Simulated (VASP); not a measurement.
Computed with PBE GGA with D4 dispersion, VASP's PBE PAW potentials (set 64) (plane waves; VASP).

A VASP calculation is set up with these files.

POSCAR:
```
PtSe2
1.0
  1.9250957215  -3.3343638568   0.0000000000
  1.9250957215   3.3343638568   0.0000000000
  0.0000000000   0.0000000000   4.8953607039
Pt Se
1 2
Cart
  0.0000000000   0.0000000000   0.0000000000
  1.9250957215   1.1114568418   1.3027355910
  1.9250957215  -1.1114568418   3.5926251129
```

KPOINTS:
```
kpoints
0
G
9 9 7
0 0 0
```

**INCAR**
```
ALGO=Normal
EDIFF=1E-7
EDIFFG=-0.01
ENCUT=520
GGA=PE
IBRION=2
ISIF=4
ISMEAR=1
IVDW=13
LASPH=.TRUE.
LCHARG=.FALSE.
LMAXMIX=6
LREAL=.FALSE.
LWAVE=.FALSE.
NELM=100
NSW=30
PREC=Accurate
SIGMA=0.1
SYSTEM=PtSe2
```

POTCAR, in this order: Pt Se (PBE.64 set). Program: vasp_std.

Output of the run:

OUTCAR:
```
 ion  position               nearest neighbor table
   1  0.000  0.000  0.000-   2 2.58   3 2.58   3 2.58   2 2.58   3 2.58   2 2.58
   2  0.333  0.667  0.266-   1 2.58   1 2.58   1 2.58
   3  0.667  0.333  0.734-   1 2.58   1 2.58   1 2.58
  LATTYP: Found a hexagonal cell.
 ALAT       =     3.8501916662
 C/A-ratio  =     1.2714589632
 Subroutine PRICEL returns:
 Original cell was already a primitive cell.
 Subroutine GETGRP returns: Found 12 space group operations
The static configuration has the point symmetry D_3d.
The dynamic configuration has the point symmetry D_3d.
 Subroutine INISYM returns: Found 12 space group operations
 Subroutine IBZKPT returns following result:
 Found     69 irreducible k-points:

 Following reciprocal coordinates:
            Coordinates               Weight
  0.000000  0.000000  0.000000      1.000000
  0.111111  0.000000  0.000000      6.000000
  0.222222  0.000000  0.000000      6.000000
  0.333333  0.000000  0.000000      6.000000
  0.444444  0.000000  0.000000      6.000000
  0.111111  0.111111  0.000000      6.000000
  0.222222  0.111111  0.000000     12.000000
  0.333333  0.111111  0.000000     12.000000
  0.444444  0.111111  0.000000      6.000000
  0.222222  0.222222  0.000000      6.000000
  0.333333  0.222222  0.000000     12.000000
  0.333333  0.333333  0.000000      2.000000
  0.000000  0.000000  0.142857      2.000000
  0.111111  0.000000  0.142857      6.000000
  0.000000  0.111111  0.142857      6.000000
  0.222222  0.000000  0.142857      6.000000
  0.000000  0.222222  0.142857      6.000000
  0.333333  0.000000  0.142857      6.000000
  0.000000  0.333333  0.142857      6.000000
  0.444444  0.000000  0.142857      6.000000
  0.000000  0.444444  0.142857      6.000000
  0.111111  0.111111  0.142857     12.000000
  0.222222  0.111111  0.142857     12.000000
 -0.111111  0.333333  0.142857     12.000000
  0.333333  0.111111  0.142857     12.000000
 -0.111111  0.444444  0.142857     12.000000
  0.444444  0.111111  0.142857     12.000000
  0.222222  0.222222  0.142857     12.000000
  0.333333  0.222222  0.142857     12.000000
 -0.222222 -0.444444  0.142857     12.000000
  0.333333  0.333333  0.142857      4.000000
  0.000000  0.000000  0.285714      2.000000
  0.111111  0.000000  0.285714      6.000000
  0.000000  0.111111  0.285714      6.000000
  0.222222  0.000000  0.285714      6.000000
  0.000000  0.222222  0.285714      6.000000
  0.333333  0.000000  0.285714      6.000000
  0.000000  0.333333  0.285714      6.000000
  0.444444  0.000000  0.285714      6.000000
  0.000000  0.444444  0.285714      6.000000
   k-points           NKPTS =     69   k-points in BZ     NKDIM =     69   number of bands    NBANDS=     15
   number of dos      NEDOS =    301   number of ions     NIONS =      3
   total plane-waves  NPLWV =  32400
   dimension x,y,z NGX =    30 NGY =   30 NGZ =   36
   dimension x,y,z NGXF=    60 NGYF=   60 NGZF=   72
   ions per type =               1   2
   PREC   = accura    normal or accurate (medium, high low for compatibility)
   ISTART =      0    job   : 0-new  1-cont  2-samecut
   ICHARG =      2    charge: 1-file 2-atom 10-const
   ISPIN  =      1    spin polarized calculation?
   LNONCOLLINEAR =      F non collinear calculations
   LSORBIT =      F    spin-orbit coupling
   INIWAV =      1    electr: 0-lowe 1-rand  2-diag
   ENCUT  =  520.0 eV  38.22 Ry    6.18 a.u.   7.16  7.16  9.10*2*pi/ulx,y,z
   NELM   =    100;   NELMIN=  2; NELMDL= -5     # of ELM steps
   EDIFF  = 0.1E-06   stopping-criterion for ELM
   LREAL  =      F    real-space projection
...
```

**OSZICAR**
```
       N       E                     dE             d eps       ncg     rms          rms(c)
DAV:   1     0.114369135508E+03    0.11437E+03   -0.10142E+04  2078   0.129E+03
DAV:   2    -0.100011845326E+02   -0.12437E+03   -0.12173E+03  2665   0.235E+02
DAV:   3    -0.148827780075E+02   -0.48816E+01   -0.48441E+01  2497   0.496E+01
DAV:   4    -0.149229247382E+02   -0.40147E-01   -0.40131E-01  2490   0.492E+00
DAV:   5    -0.149233647657E+02   -0.44003E-03   -0.44002E-03  2581   0.487E-01    0.109E+01
DAV:   6    -0.144661429005E+02    0.45722E+00   -0.53549E+00  2105   0.222E+01    0.734E+00
DAV:   7    -0.142154599470E+02    0.25068E+00   -0.10324E+00  2112   0.108E+01    0.336E+00
DAV:   8    -0.142035460910E+02    0.11914E-01   -0.88070E-02  2140   0.201E+00    0.893E-01
DAV:   9    -0.141995380314E+02    0.40081E-02   -0.12294E-02  2287   0.116E+00    0.220E-01
DAV:  10    -0.141996374377E+02   -0.99406E-04   -0.19192E-03  2280   0.290E-01    0.368E-02
DAV:  11    -0.141996423100E+02   -0.48723E-05   -0.41112E-05  2588   0.532E-02    0.256E-02
DAV:  12    -0.141996460004E+02   -0.36904E-05   -0.53787E-06  2280   0.178E-02    0.101E-02
DAV:  13    -0.141996469264E+02   -0.92600E-06   -0.29874E-06  2378   0.114E-02    0.153E-03
DAV:  14    -0.141996469464E+02   -0.19963E-07   -0.13741E-07  1969   0.286E-03
   1 F= -.15660430E+02 E0= -.15660480E+02  d E =-.156604E+02
       N       E                     dE             d eps       ncg     rms          rms(c)
DAV:   1    -0.142330085709E+02   -0.33362E-01   -0.22577E+00  2070   0.970E+00    0.770E-01
DAV:   2    -0.142332310788E+02   -0.22251E-03   -0.83249E-02  2427   0.199E+00    0.342E-01
DAV:   3    -0.142313599474E+02    0.18711E-02   -0.39237E-03  2387   0.502E-01    0.162E-01
DAV:   4    -0.142311626319E+02    0.19732E-03   -0.11974E-03  2387   0.260E-01    0.558E-02
DAV:   5    -0.142311549804E+02    0.76516E-05   -0.13734E-04  2147   0.112E-01    0.331E-02
DAV:   6    -0.142311590815E+02   -0.41011E-05   -0.25219E-05  2532   0.372E-02    0.802E-03
DAV:   7    -0.142311594814E+02   -0.39993E-06   -0.17575E-06  2315   0.100E-02    0.292E-03
DAV:   8    -0.142311596733E+02   -0.19196E-06   -0.11380E-07  1749   0.293E-03    0.110E-03
DAV:   9    -0.142311596484E+02    0.24920E-07   -0.23320E-08  1112   0.133E-03
   2 F= -.15689994E+02 E0= -.15690138E+02  d E =-.295641E-01
       N       E                     dE             d eps       ncg     rms          rms(c)
DAV:   1    -0.142539698747E+02   -0.22810E-01   -0.37209E+00  2070   0.124E+01    0.103E+00
DAV:   2    -0.142539140646E+02    0.55810E-04   -0.13715E-01  2371   0.258E+00    0.448E-01
DAV:   3    -0.142508480535E+02    0.30660E-02   -0.66271E-03  2459   0.668E-01    0.220E-01
DAV:   4    -0.142504566211E+02    0.39143E-03   -0.22671E-03  2337   0.362E-01    0.752E-02
DAV:   5    -0.142504431128E+02    0.13508E-04   -0.25631E-04  2154   0.152E-01    0.422E-02
DAV:   6    -0.142504496562E+02   -0.65434E-05   -0.44804E-05  2567   0.486E-02    0.105E-02
DAV:   7    -0.142504503574E+02   -0.70119E-06   -0.33201E-06  2329   0.133E-02    0.400E-03
DAV:   8    -0.142504506457E+02   -0.28838E-06   -0.19932E-07  1928   0.405E-03    0.163E-03
DAV:   9    -0.142504506286E+02    0.17139E-07   -0.51132E-08  1238   0.188E-03
   3 F= -.15706666E+02 E0= -.15706761E+02  d E =-.462353E-01
       N       E                     dE             d eps       ncg     rms          rms(c)
DAV:   1    -0.142515549749E+02   -0.11043E-02   -0.13700E-01  2070   0.237E+00    0.197E-01
DAV:   2    -0.142515170111E+02    0.37964E-04   -0.50930E-03  2329   0.500E-01    0.865E-02
DAV:   3    -0.142514045680E+02    0.11244E-03   -0.26784E-04  2531   0.134E-01    0.431E-02
DAV:   4    -0.142513921862E+02    0.12382E-04   -0.86159E-05  2317   0.703E-02    0.148E-02
DAV:   5    -0.142513921780E+02    0.82073E-08   -0.95084E-06  2203   0.291E-02    0.838E-03
DAV:   6    -0.142513928773E+02   -0.69926E-06   -0.16472E-06  2546   0.936E-03    0.201E-03
DAV:   7    -0.142513929075E+02   -0.30219E-07   -0.10476E-07  1385   0.248E-03
   4 F= -.15707088E+02 E0= -.15707206E+02  d E =-.466582E-01
       N       E                     dE             d eps       ncg     rms          rms(c)
DAV:   1    -0.142577418496E+02   -0.63490E-02   -0.26098E-01  2126   0.369E+00    0.336E-01
DAV:   2    -0.142541227785E+02    0.36191E-02   -0.11286E-02  2224   0.889E-01    0.190E-01
DAV:   3    -0.142534201424E+02    0.70264E-03   -0.21448E-03  2385   0.443E-01    0.924E-02
DAV:   4    -0.142532205421E+02    0.19960E-03   -0.70287E-04  2266   0.201E-01    0.396E-02
DAV:   5    -0.142532196984E+02    0.84371E-06   -0.67687E-05  2322   0.582E-02    0.142E-02
DAV:   6    -0.142532200958E+02   -0.39743E-06   -0.49381E-06  2602   0.196E-02    0.727E-03
DAV:   7    -0.142532203938E+02   -0.29799E-06   -0.63660E-07  2287   0.677E-03    0.150E-03
DAV:   8    -0.142532204473E+02   -0.53518E-07   -0.54496E-08  1693   0.180E-03
   5 F= -.15708934E+02 E0= -.15709086E+02  d E =-.184555E-02
       N       E                     dE             d eps       ncg     rms          rms(c)
DAV:   1    -0.142550016011E+02   -0.17812E-02   -0.84795E-02  2112   0.210E+00    0.191E-01
DAV:   2    -0.142538349655E+02    0.11666E-02   -0.36341E-03  2231   0.504E-01    0.107E-01
DAV:   3    -0.142536089114E+02    0.22605E-03   -0.68862E-04  2406   0.251E-01    0.525E-02
DAV:   4    -0.142535453851E+02    0.63526E-04   -0.22254E-04  2280   0.113E-01    0.225E-02
DAV:   5    -0.142535450630E+02    0.32202E-06   -0.21780E-05  2322   0.330E-02    0.800E-03
DAV:   6    -0.142535451906E+02   -0.12754E-06   -0.15735E-06  2630   0.110E-02    0.410E-03
DAV:   7    -0.142535452868E+02   -0.96208E-07   -0.19774E-07  1624   0.384E-03
   6 F= -.15709262E+02 E0= -.15709422E+02  d E =-.217310E-02
```

File OUTCAR:
```
------------------------ aborting loop because EDIFF is reached ----------------------------------------
  Edisp (eV):   -1.45572
  FORCE on cell =-STRESS in cart. coord.  units (eV):
  Direction    XX          YY          ZZ          XY          YZ          ZX
  --------------------------------------------------------------------------------------
  Total      -0.90617    -0.90617    -0.88682    -0.00000     0.00000     0.00000
  in kB     -23.10149   -23.10149   -22.60810    -0.00000     0.00000     0.00000
  external pressure =      -22.94 kB  Pullay stress =        0.00 kB
  volume of cell :       62.85
      direct lattice vectors                 reciprocal lattice vectors
     1.891817134 -3.276723571  0.000000000     0.264296158 -0.152591450 -0.000000000
     1.891817134  3.276723571 -0.000000000     0.264296158  0.152591450  0.000000000
    -0.000000000 -0.000000000  5.069102304     0.000000000  0.000000000  0.197273588
 POSITION                                       TOTAL-FORCE (eV/Angst)
 -----------------------------------------------------------------------------------
      3.78363      0.00000     -0.00000        -0.000000     -0.000000      0.000000
      1.89182      1.09224      1.28802         0.000000      0.000000     -0.000829
      1.89182     -1.09224      3.78108        -0.000000     -0.000000      0.000829
 -----------------------------------------------------------------------------------
    total drift:                                0.000000      0.000000      0.000000
  FREE ENERGIE OF THE ION-ELECTRON SYSTEM (eV)
  ---------------------------------------------------
  free  energy   TOTEN  =       -15.7092615538 eV

  energy  without entropy=      -15.7097439247  energy(sigma->0) =      -15.70942234

 reached required accuracy - stopping structural energy minimisation
```
(Selected blocks of OUTCAR.)

CONTCAR:
```
PtSe2
   1.00000000000000
     1.8918171335940812   -3.2767235711232461    0.0000000000000000
     1.8918171335940812    3.2767235711232461   -0.0000000000000000
    -0.0000000000000000   -0.0000000000000001    5.0691023042095216
  Pt              Se
     1     2
Direct
     1.0000000000000000    1.0000000000000000    0.0000000000000000
     0.3333330000000032    0.6666669999999968    0.2540932992363771
     0.6666669999999968    0.3333330000000032    0.7459067007636228
```

The compound is PtSe2 in the 1T layered structure. This cell is one point of a volume scan, at 1.06 of the reference volume. Symmetry was kept, so distortions that lower it aren't found.
